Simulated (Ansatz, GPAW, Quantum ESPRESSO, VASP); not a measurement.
# One structure in several programs: BaO (Fm-3m, 2 atoms in the cell)

Self-consistent single point.

```xyz
2
Lattice="0.0000 2.7700 2.7700 2.7700 0.0000 2.7700 2.7700 2.7700 0.0000" Properties=species:S:1:pos:R:3 pbc="T T T"
Ba     0.0000     0.0000     0.0000
O      2.7700     2.7700     2.7700
```

Shared settings, as Ansatz (a first-principles code) writes them: kpoints.mp_grid.grid = 8 8 8; scf.occupations.method = fermi_dirac; scf.occupations.width = 0.01 eV. Potentials and cutoffs stand in the table.

```json
[
 {"code": "Ansatz", "model": "PBEsol, default PAW files made with PBE", "gap on the mesh (eV)": "1.938", "cutoff": "default"},
 {"code": "Quantum ESPRESSO", "model": "PBEsol, GBRV 1.5 ultrasoft (PBESOL) pseudopotentials", "gap on the mesh (eV)": "1.939", "cutoff": "40 Ry"},
 {"code": "VASP", "model": "PBEsol, VASP's PBE PAW potentials (set 64)", "gap on the mesh (eV)": "1.877", "cutoff": "400 eV"},
 {"code": "GPAW", "model": "PBEsol, GPAW PAW datasets PBEsol (made by gpaw-setup)", "gap on the mesh (eV)": "1.898", "cutoff": "900 eV"}
]
```

Gaps are read on the mesh.

The spread over the programs that give each value: gap on the mesh within 0.062 eV.

The starting cell has typed, rounded lattice constants, without a prior relaxation at this level.

Left out of this page: ABINIT, CP2K, Elk, FLEUR and SIESTA (not drawn, or without a comparable value).

Keys are those of Ansatz 0.2.
